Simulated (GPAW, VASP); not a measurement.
This is a calculation of KPt for GPAW 26.7.0 (ASE script). Atoms were shifted at random by some hundredths of an Å from the given cell, which wasn't relaxed again for these runs. The cell comes from a database or a generator and needn't be the stable form of this composition.

Contents of run.py:

```python
from ase.dft.bandgap import bandgap
from ase.io import read, write
from ase.units import GPa
from gpaw import GPAW, PW

atoms = read('POSCAR')

calc = GPAW(mode=PW(600),
            xc='PBE',
            kpts={'size': (10, 10, 5), 'gamma': True},
            occupations={'name': 'fermi-dirac', 'width': 0.05},
            nbands=24,
            convergence={'density': 1e-05, 'energy': 1e-05},
            maxiter=150,
            txt='gpaw.txt')
atoms.calc = calc
energy = atoms.get_potential_energy()
forces = atoms.get_forces()
stress = atoms.get_stress()
calc.write('gs.gpw')
write('result.traj', atoms)
print(f'Energy: {energy:.6f} eV')
print('Forces (eV/A):')
print(forces.round(4))
print('Stress (GPa):', (stress / GPa).round(3))
print('Fermi level:', round(calc.get_fermi_level(), 4), 'eV')
print(f'Gap: {bandgap(calc)[0]:.4f} eV, direct: {bandgap(calc, direct=True)[0]:.4f} eV')
```

File POSCAR:

```
KPt
1.0
    3.0008472788      0.0000000000      0.0000000000
   -1.5004236394      2.5988099763      0.0000000000
    0.0000000000      0.0000000000      5.3455780000
Pt K
1 1
Direct
    0.6786860000      0.3456530000      0.0056340000
   -0.0249640000     -0.0134470000      0.5038930000
```

Potentials or basis: GPAW PAW data sets (gpaw-data 1.2.1), pw.

Run with:

```console
$ OMP_NUM_THREADS=1 python run.py
```

Task: What does the same run look like in VASP 6.6.1? Potentials or basis there: PBE PAW files K_sv, Pt, 520 eV.

Result: As run (cutoffs and basis follow the program's own potentials, and thresholds, step limits or extra output files can differ):

INCAR

```
  ALGO = Normal
  EDIFF = 1E-7
  ENCUT = 520
  GGA = PE
  ISIF = 2
  ISMEAR = -1
  LASPH = T
  LCHARG = T
  LELF = T
  LREAL = F
  LVHAR = T
  LWAVE = F
  NBANDS = 16
  NELM = 100
  PREC = Accurate
  SIGMA = 0.05
```

KPOINTS

```
k-points
0
Gamma
  10 10 5
```

Contents of POSCAR:

```
KPt
1.0
    3.0008472788      0.0000000000      0.0000000000
   -1.5004236394      2.5988099763      0.0000000000
    0.0000000000      0.0000000000      5.3455780000
Pt K
1 1
Direct
    0.6786860000      0.3456530000      0.0056340000
   -0.0249640000     -0.0134470000      0.5038930000
```

Potentials or basis: VASP PAW PBE potentials, release 64 (Pt, K_sv).

Launch:

```bash
$ cat potpaw_PBE.64/Pt/POTCAR potpaw_PBE.64/K_sv/POTCAR > POTCAR
$ mpirun -np 1 vasp_std > vasp.out
```

Both were run:

|  | GPAW | VASP |
| --- | --- | --- |
| Pressure | 0.5 GPa | 0.5 GPa |
| Largest force | 0.052 eV/Å | 0.053 eV/Å |

The potentials hold 25 and 19 valence electrons a cell.

Pressure is positive in compression.
